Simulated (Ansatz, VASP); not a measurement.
## MgSi in two plane-wave programs

One calculation is typed for both programs; each brings its own data sets. How far apart do they land? The cell is taken from a series of runs on this material, whose earlier steps may have relaxed, scaled, displaced or heated it; both programs get it as it stands.

Program: Ansatz 0.2.0. Level of theory: plane waves, with VASP 6.6.1 beside it; relaxation of cell and atoms at PBEsol. Results are calculated unless marked as measured.

## 1. The structure

It takes space group P4/mmm (No. 123, tetragonal). Conventional cell: a = 2.930 Å, b = 2.930 Å, c = 3.973 Å, α = 90.00°, β = 90.00°, γ = 90.00°. Nearest to Mg lie 8 Si at 2.87 Å and 4 Mg at 2.93 Å. Si has 8 Mg at 2.87 Å and 4 Si at 2.93 Å nearest. Farther neighbours are not listed.

Structure file:

```cif
data_structure
_symmetry_space_group_name_H-M 'P4/mmm'
_symmetry_Int_Tables_number 123
_cell_length_a 2.9297
_cell_length_b 2.9297
_cell_length_c 3.9734
_cell_angle_alpha 90.000
_cell_angle_beta 90.000
_cell_angle_gamma 90.000
_cell_volume 34.11
loop_
_atom_site_label
_atom_site_type_symbol
_atom_site_symmetry_multiplicity
_atom_site_Wyckoff_symbol
_atom_site_fract_x
_atom_site_fract_y
_atom_site_fract_z
_atom_site_occupancy
Mg1 Mg 1 a 0.00000 0.00000 0.00000 1
Si1 Si 1 d 0.50000 0.50000 0.50000 1
```

## 2. VASP: relaxation of cell and atoms, PBEsol, pair 1

The relaxed volume is the usual yardstick between codes: in a stiff, nearly cubic crystal its relative difference is about their pressure difference at one cell divided by the bulk modulus.

Lines of VASP's logs that name or quote its potential files are left out, and so is its time.

The input, INCAR:

```
SYSTEM = MgSi
PREC = Accurate
ENCUT = 600
EDIFF = 1E-07
NELM = 120
ISMEAR = 1
SIGMA = 0.15
LREAL = .FALSE.
ALGO = Normal
GGA = PS
NBANDS = 9
LORBIT = 11
LWAVE = .FALSE.
LCHARG = .FALSE.
ISIF = 3
IBRION = 2
NSW = 80
EDIFFG = -0.005
LASPH = .TRUE.
GGA_COMPAT = .FALSE.
NELMIN = 4
KPAR = 2
```

The input, POSCAR:

```
MgSi
1.0
    2.9297490000      0.0000000000      0.0000000000
    0.0000000000      2.9297490000      0.0000000000
    0.0000000000      0.0000000000      3.9733810000
Mg Si
1 1
Direct
    0.0000000000      0.0000000000      0.0000000000
    0.5000001707      0.5000001707      0.5000001258
```

The input, KPOINTS:

```
Automatic mesh
0
Gamma
16 16 12
0 0 0
```

PAW data sets: Mg and Si (PBE family, release 64).

Started as:

```sh
$ mpirun -np 2 vasp_std
```

Numbers of over 12 decimals in the logs are rounded to 6 here.

Output:

```text
[banner, memory and clock lines left out]
running    2 mpi-ranks, on    1 nodes
 distrk:  each k-point on    1 cores,    2 groups
 distr:  one band on    1 cores,    1 groups

 POSCAR found type information on POSCAR MgSi
 POSCAR found :  2 types and       2 ions
|                                                                             |
|               ----> ADVICE to this user running VASP <----                  |
|                                                                             |
|     You enforced a specific xc type in the INCAR file but a different       |
|     [... a line on the potential file left out ...]
|     I HOPE YOU KNOW WHAT YOU ARE DOING!                                     |
|                                                                             |

 LDA part: xc-table for (Slater+PW92), standard interpolation
 POSCAR, INCAR and KPOINTS ok, starting setup
 FFT: planning ... GRIDC
 FFT: planning ... GRID_SOFT
 FFT: planning ... GRID
 WAVECAR not read
 entering main loop
       N       E                     dE             d eps       ncg     rms          rms(c)
DAV:   1     0.344301945957E+01    0.34430E+01   -0.27371E+03  5766   0.585E+02
DAV:   2    -0.721412141420E+01   -0.10657E+02   -0.10211E+02  7537   0.629E+01
DAV:   3    -0.747682786179E+01   -0.26271E+00   -0.25751E+00  7266   0.890E+00
DAV:   4    -0.747830034925E+01   -0.14725E-02   -0.14722E-02  7563   0.663E-01
DAV:   5    -0.747830688583E+01   -0.65366E-05   -0.65364E-05  7204   0.402E-02    0.249E+00
DAV:   6    -0.739578245387E+01    0.82524E-01   -0.87903E-02  6152   0.107E+00    0.146E+00
DAV:   7    -0.736619344270E+01    0.29589E-01   -0.60167E-02  6560   0.952E-01    0.280E-01
DAV:   8    -0.736428020912E+01    0.19132E-02   -0.36495E-03  6133   0.310E-01    0.948E-02
DAV:   9    -0.736424611246E+01    0.34097E-04   -0.14212E-04  6910   0.682E-02    0.397E-02
DAV:  10    -0.736424614208E+01   -0.29620E-07   -0.54804E-06  6683   0.116E-02    0.405E-03
DAV:  11    -0.736424556055E+01    0.58153E-06   -0.12201E-06  6618   0.476E-03    0.274E-03
DAV:  12    -0.736424556956E+01   -0.90102E-08   -0.67102E-08  3702   0.146E-03
   1 F= -.73642456E+01 E0= -.73643593E+01  d E =-.736425E+01
[...]
2 F= -.73643454E+01 E0= -.73644262E+01  d E =-.998360E-04
[...]
3 F= -.73643670E+01 E0= -.73644268E+01  d E =-.121395E-03
 curvature:  -0.85 expect dE=-0.373E-04 dE for cont linesearch -0.262E-06
 trial: gam= 0.26637 g(F)=  0.724E-47 g(S)=  0.441E-04 ort = 0.659E-05 (trialstep = 0.113E+01)
 search vector abs. value=  0.576E-04
 bond charge predicted
       N       E                     dE             d eps       ncg     rms          rms(c)
DAV:   1    -0.736441208919E+01   -0.45221E-04   -0.60285E-04  6578   0.114E-01    0.152E-02
DAV:   2    -0.736440541072E+01    0.66785E-05   -0.17281E-05  6609   0.242E-02    0.956E-03
DAV:   3    -0.736440207804E+01    0.33327E-05   -0.77637E-06  6542   0.114E-02    0.190E-03
DAV:   4    -0.736440199786E+01    0.80181E-07   -0.16115E-07  5376   0.258E-03
   4 F= -.73644020E+01 E0= -.73644426E+01  d E =-.350328E-04
 trial-energy change:   -0.000035  1 .order   -0.000035   -0.000052   -0.000019
 step:   1.8917(harm=  1.7891)  dis= 0.00000  next Energy=    -7.364408 (dE=-0.413E-04)
 reached required accuracy - stopping structural energy minimisation
```

Parts of OUTCAR (step 2):

```text
ion  position               nearest neighbor table
   1  0.000  0.000  0.000-   2 2.87   2 2.87   2 2.87   2 2.87   2 2.87   2 2.87   2 2.87   2 2.87

  LATTYP: Found a simple tetragonal cell.
 ALAT       =     2.9297490000
 C/A-ratio  =     1.3562189116

 Subroutine GETGRP returns: Found 16 space group operations
 (whereof 16 operations were pure point group operations)

The static configuration has the point symmetry D_4h.

 Found    315 irreducible k-points:

   k-points           NKPTS =    315   k-points in BZ     NKDIM =    315   number of bands    NBANDS=      9

   dimension x,y,z NGX =    24 NGY =   24 NGZ =   32
   dimension x,y,z NGXF=    48 NGYF=   48 NGZF=   64

   ENCUT  =  600.0 eV  44.10 Ry    6.64 a.u.   5.85  5.85  7.94*2*pi/ulx,y,z

   NELECT =       6.0000    total number of electrons

 k-points in reciprocal lattice and weights: Automatic mesh
   0.00000000  0.00000000  0.00000000       0.000
   0.06250000  0.00000000  0.00000000       0.001
   0.12500000  0.00000000  0.00000000       0.001
   0.18750000  0.00000000  0.00000000       0.001
   0.25000000  0.00000000  0.00000000       0.001
   0.31250000  0.00000000  0.00000000       0.001
   0.37500000  0.00000000  0.00000000       0.001
   0.43750000  0.00000000  0.00000000       0.001
   0.50000000  0.00000000  0.00000000       0.001
[...]
0.50000000  0.43750000  0.50000000       0.001
   0.50000000  0.50000000  0.50000000       0.000

 average (electrostatic) potential at core
       1 -35.3527       2 -83.1261

 E-fermi :   6.1819

 k-point     1 :       0.0000    0.0000    0.0000
  band No.  band energies     occupation
      1      -5.0918      2.00000
      2       3.7878      2.00000
      3       5.8180      2.00320
      4      10.2477      0.00000
      5      10.2477      0.00000
      6      11.3650      0.00000
      7      14.2257      0.00000
      8      18.6939      0.00000
    ...

 k-point     2 :       0.0625    0.0000    0.0000
  band No.  band energies     occupation
      1      -5.0271      2.00000
      2       3.8441      2.00000
      3       5.8826      2.01622
      4       9.1208     -0.00000
      5      10.2985      0.00000
      6      12.1174      0.00000
      7      14.7370      0.00000
      8      17.6800      0.00000
    ...

 k-point     3 :       0.1250    0.0000    0.0000
  band No.  band energies     occupation
      1      -4.8335      2.00000
      2       4.0122      2.00000
      3       6.0712      1.94483
      4       7.5251     -0.00000
      5      10.4497      0.00000
      6      12.7411      0.00000
      7      16.0004      0.00000
      8      16.1216      0.00000
    ...

  Total        0.0097009      0.0097009     -0.0039838      0.0000000      0.0000000      0.0000000
  in kB        0.4560512      0.4560512     -0.1872831      0.0000000      0.0000000      0.0000000
  external PRESSURE =       0.2416064 kB  Pullay stress =       0.0000000 kB

  energy-cutoff  :      600.00
  volume of cell :       34.08
      direct lattice vectors                 reciprocal lattice vectors
     2.933686674  0.000000000 -0.000000000     0.340868031  0.000000000  0.000000000
     0.000000000  2.933686674 -0.000000000     0.000000000  0.340868031  0.000000000
    -0.000000000 -0.000000000  3.959894521     0.000000000  0.000000000  0.252531979

 POSITION                                       TOTAL-FORCE (eV/Angst)
 -----------------------------------------------------------------------------------
      0.00000      2.93369     -0.00000        -0.000000     -0.000000      0.000000
      1.46684      1.46684      1.97995         0.000000      0.000000      0.000000
 -----------------------------------------------------------------------------------
    total drift:                               -0.000030     -0.000030     -0.000034

  FREE ENERGIE OF THE ION-ELECTRON SYSTEM (eV)
  ---------------------------------------------------
  free  energy   TOTEN  =        -7.3644019979 eV

  energy  without entropy=       -7.3645237098  energy(sigma->0) =       -7.36444257

 reached required accuracy - stopping structural energy minimisation

 total charge
# of ion       s       p       d       tot
------------------------------------------
    1        0.190   0.148   0.036   0.374
    2        0.825   0.768   0.000   1.593
--------------------------------------------------
tot          1.014   0.916   0.036   1.966

[... 3 further parts left out ...]
```

CONTCAR:

```
MgSi
   1.00000000000000
     2.9336866739435852    0.0000000000000000   -0.0000000000000000
     0.0000000000000000    2.9336866739435852   -0.0000000000000000
    -0.0000000000000000   -0.0000000000000000    3.9598945206509182
  Mg              Si
     1     1
Direct
     0.0000000000000000    1.0000000000000000    0.0000000000000000
     0.5000001706999981    0.5000001706999981    0.5000001257999998
```

The run keeps the 16 symmetry operations of its start, so it cannot find a distortion of lower symmetry.

## 3. Ansatz: relaxation of cell and atoms, PBEsol, pair 1

Ansatz runs on norm-conserving files, of PseudoDojo where its log says so.

The same cell, functional, mesh and smearing now go to Ansatz, which takes its cutoff from its data sets.

The input, input.yaml:

```yaml
crystal:
  lattice:
    - [2.9297493252, 0.0, 0.0]
    - [0.0, 2.9297493252, 0.0]
    - [0.0, 0.0, 3.9733811054]
  atoms:
    - { symbol: Mg, position: [0.0, 0.0, 0.0] }
    - { symbol: Si, position: [0.5, 0.5, 0.5] }
kpoints:
  mp_grid: { grid: [16, 16, 12] }
hamiltonian:
  xc: pbesol
  pseudopotentials: { kind: nc }
scf:
  occupations: { method: methfessel_paxton, width: 0.15 }
output:
  forces: true
  stress: true
  eigenvalues: true
relax:
  adjacent_minimum: "off"
  f_tol: 0.001
  max_steps: 60
  cell: { stress_tol: 0.01 }
```

Started as:

```sh
$ ansatz run input.yaml --threads 4 --pin off --max-ram 7168MiB --backend cpu --events-out ev --progress --plain --runs-dir out
```

Output:

```text
Engine: ansatz 0.2.0, aarch64-unknown-linux-gnu
Pseudopotentials: kind: nc
Pseudopotential: Mg, nc, valence charge 10, recommended cutoff 1142.878222 eV (normal), Mg.nc.azcp (PseudoDojo's, or run here from an input of PseudoDojo's: the run reads no file of this project's for it)
Pseudopotential: Si, nc, valence charge 4, recommended cutoff 489.804952 eV (normal), Si.nc.azcp (PseudoDojo's, or run here from an input of PseudoDojo's: the run reads no file of this project's for it)
Functional definition: PBEsol
  exchange = pbesol_x
  correlation = pbesol_c
Crystal: 2 atoms, lattice volume = 34.105 Å³
Basis set: ecut = 1142.878222 eV, 2977 PW (Γ), exchange–correlation on 72×72×90 points (8 copies of the dense FFT grid, shifted against one another)
Bands: 11, of which v1, the nominal top of the filled ones, is band 7 counted from 1 (6 counted from 0)
Symmetry: 16 space group operations
Space group: P4/mmm (ITA 123), of the structure as read, at distance tolerance 3.2e-5 Å
k-points: 315 of 3072
Non-local potential: Mg, projectors of the file, l = 0: 2, l = 1: 2
Non-local potential: Si, projectors of the file, l = 0: 2, l = 1: 2, l = 2: 2
Initial density: superposition of atomic densities (chi_scale 0.1, normalization cell, long waves kept (reshape's long-wave potential 0.00 eV rms))
Initial wavefunctions: pseudopotential atomic-orbital guess
Functional: x = pbesol(κ = 0.804, μ = 0.123457), c = pbesol(β = 0.046)
SCF iter   1: F=—  HF=-1728.836477 eV  |F-HF|=—  |Δ(HF+E_count)|=         —  Δρ=2.24e-2  dr2=1.24e-1  ethr=3.10e-3  ⟨swp⟩=5.3  Hψ=22779  notcnv=0
preconditioner: auto → none  [metal: Δε(μ)=0.022 eV  Ē_g=9.125 eV  σ=0.150 eV  W_gap=0.12  n_scr=6 (ndim 8)  ℏωp=15.6 eV  f_vac=0.000  D(μ)=0.69/eV (n_scr^D=2)  sad-step TF]
SCF iter   2: F=—  HF=-1728.825423 eV  |F-HF|=—  |Δ(HF+E_count)|=   1.11e-2  S|Δr|=    0.00e0  Δρ=1.38e-2  dr2=5.46e-2  ethr=8.84e-4  ⟨swp⟩=1.0  Hψ=5985  notcnv=0
SCF iter   3: F=—  HF=-1728.814721 eV  |F-HF|=—  |Δ(HF+E_count)|=   1.07e-2  S|Δr|=    0.00e0  Δρ=1.44e-3  dr2=4.29e-4  ethr=3.90e-4  ⟨swp⟩=1.0  Hψ=3431  notcnv=0
SCF iter   4: F=—  HF=-1728.814731 eV  |F-HF|=—  |Δ(HF+E_count)|=   9.94e-6  S|Δr|=    0.00e0  Δρ=3.90e-4  dr2=3.86e-5  ethr=3.06e-6  ⟨swp⟩=2.6  Hψ=5315  notcnv=0
SCF iter   5: F=—  HF=-1728.814509 eV  |F-HF|=—  |Δ(HF+E_count)|=   2.22e-4  S|Δr|=    0.00e0  Δρ=1.11e-4  dr2=1.13e-6  ethr=2.75e-7  ⟨swp⟩=2.0  Hψ=4147  notcnv=0  defer=1
SCF iter   6: F=-1728.814509 eV  HF=-1728.814509 eV  |F-HF|=1.99e-9  |Δ(HF+E_count)|=   7.88e-8  S|Δr|=    0.00e0  Δρ=1.94e-5  dr2=3.02e-8  ethr=7.14e-10  ⟨swp⟩=7.4  Hψ=18979  notcnv=0
SCF 1 converged in 6 iterations: F = -1728.814509 eV  dr2 = 3.02e-8
relax step   1: F+E_penalty+E_count = -1728.81450887 eV  Δ(F+E_penalty+E_count) = +0.000e0 eV  max|allowed force component| = 1.011e-30 eV/Å  Δτ_max = 0.0000 Å  P = +0.025 GPa  Ω = 34.105 Å³  (6 SCF iters, dr2 threshold 1.00e-7 eV, accepted)
[...]
relax step   2: F+E_penalty+E_count = -1728.81466641 eV  Δ(F+E_penalty+E_count) = -1.575e-4 eV  max|allowed force component| = 1.578e-30 eV/Å  Δτ_max = 0.0000 Å  P = +0.042 GPa  Ω = 34.126 Å³  energy of the carried Pulay correction = -2.851e-6 eV  (3 SCF iters, dr2 threshold 1.42e-7 eV, accepted)
[...]
relax step   3: F+E_penalty+E_count = -1728.81467721 eV  Δ(F+E_penalty+E_count) = -1.079e-5 eV  max|allowed force component| = 1.459e-29 eV/Å  Δτ_max = 0.0000 Å  P = -0.011 GPa  Ω = 34.163 Å³  energy of the carried Pulay correction = -7.700e-6 eV  (4 SCF iters, dr2 threshold 1.27e-8 eV, accepted)
[...]
relax step   4: F+E_penalty+E_count = -1728.81467850 eV  Δ(F+E_penalty+E_count) = -1.293e-6 eV  max|allowed force component| = 4.191e-31 eV/Å  Δτ_max = 0.0000 Å  P = +0.000 GPa  Ω = 34.160 Å³  energy of the carried Pulay correction = -7.326e-6 eV  (3 SCF iters, dr2 threshold 1.89e-9 eV, accepted)
[...]
relax step   5: F+E_penalty+E_count = -1728.81468806 eV  Δ(F+E_penalty+E_count) = -9.557e-6 eV  max|allowed force component| = 3.205e-31 eV/Å  Δτ_max = 0.0000 Å  P = +0.001 GPa  Ω = 34.160 Å³  stress off target by 3.33e-3 GPa  SCF on the basis re-selected at this cell (its energy is not comparable with the rows above)  (5 SCF iters)
basis re-selected at this cell: Δ(F+E_penalty+E_count) = -9.557e-6 eV, ΔP = +0.001 GPa vs the last step (what re-selecting the basis moved, of the pressure what is left beyond the Pulay correction that the steps carried, after the strain that the cell walked since its last selection, with what the two solves' SCF thresholds leave and, on support functions, any second-order correction that the steps lacked; it is no m [...]
SCF converged after 5 iterations
Stability not checked: this state was not tested for a lower state beside it, because cold or Methfessel-Paxton smearing, or corrected tetrahedra, fill the levels in a way that the test cannot read (fill_not_monotonic; see scf.lower_state_search)
Free energy (F): -1728.814688 eV
Harris-Foulkes:  -1728.814688 eV  (|F-HF|=0.00e0)
Internal energy: -1728.814719 eV  (E = F + TS)
E sigma→0 (E₀):  -1728.814696 eV
Entropy (-TS):   0.000031 eV (0.015 meV/atom)
Fermi energy:    8.385785 eV
--- Per-component energies (eV) ---
  E_band       = -317.855379
  E_kinetic    = 964.385332
  E_local      = -1709.441811  (includes V_loc(G=0)·N_el)
  E_nonlocal   = -476.605721
  E_hartree    = 612.693306
  E_xc         = -254.389572
  E_vxc        = -321.579776  (∫ρ·V_xc dr)
  E_ewald      = -865.456253
  E_smearing   = 0.000031  (= −TS)
  E_closure    = 0.000000  (closes the sum)
  Σ components = -1728.814688   (vs F -1728.814688, Δ=0.00e0)
--- Forces (eV/Å), atoms counted from 1 ---
  atom   1  Mg     0.00000000    -0.00000000     0.00000000
  atom   2  Si     0.00000000     0.00000000     0.00000000
  max |Σ_I F_I| component: 5.42e-31 eV/Å
--- Stress (GPa, compression-positive) ---
        0.003328       0.000000       0.000000
        0.000000       0.003328       0.000000
        0.000000       0.000000      -0.002676
  P = ⅓ Tr σ = 0.0013 GPa (0.013 kbar)
--- Band table (eV; the first three rows and the last of 315) ---
  k-point 0: bands = [... 3 lower, -34.3200, -2.8711, 6.0184, 8.0511, 12.4128, 12.4128, 13.5854, 16.3852]
  k-point 1: bands = [... 3 lower, -34.3201, -2.8175, 5.3205, 8.8710, 12.4450, 12.4450, 13.6450, 16.4373]
  k-point 2: bands = [... 3 lower, -34.3204, -2.6604, 4.2056, 10.3539, 12.5371, 12.5371, 13.8217, 16.5899]
  k-point 314: bands = [... 3 lower, -34.3125, 4.9408, 6.0807, 6.0807, 7.6104, 9.5400, 9.5400, 9.6220]
--- Relaxed structure (4 steps of the walk, 4 accepted, 1 SCFs on fresh bases) ---
  F+E_penalty+E_count = -1728.81468806 eV   max|allowed force component| = 3.205e-31 eV/Å   (the final SCF, on the basis selected at the relaxed cell)
  cell:  # Å, volume = 34.1599 Å³
    - [2.937916, 0, 0.0]
    - [0, 2.937916, 0.0]
    - [0.0, 0.0, 3.957659]
  atoms:
    - { symbol: Mg, position: [0, 0, 0.0] }
    - { symbol: Si, position: [0.5, 0.5, 0.5] }
```

## 4. Differences

Known differences besides the potentials themselves: the data sets hold 14 valence electrons in Ansatz (on norm-conserving files, of PseudoDojo where its log says so) and 6 in VASP; the cutoff is 1142.88 eV in Ansatz and 600 eV in VASP; Ansatz adds a Pulay correction to the stress that steers its cell, VASP none. Total energies have different zeros and are not compared.

The two programs side by side:

```
                                         quantity  Ansatz   VASP  difference
                                      volume (Å³)   34.16  34.08     +0.23 %
edge a after relaxation, in the typed setting (Å)   2.938  2.934     +0.14 %
edge c after relaxation, in the typed setting (Å)   3.958  3.960     -0.06 %
```

(Part 1 of 2 ends here.)

[Lines on the potential files, build, host, timing and source positions are cut from VASP's logs without a mark.]

[Logs are printed without paths, hosts, clocks, repeated set-up lines and the standing remarks that a program may print on its own settings, such as how far it seeks lower states.]

[Hosts, paths, dates, database ids (printed as entryN), source tags and the programs' standing remarks are cut or masked in the printed files.]
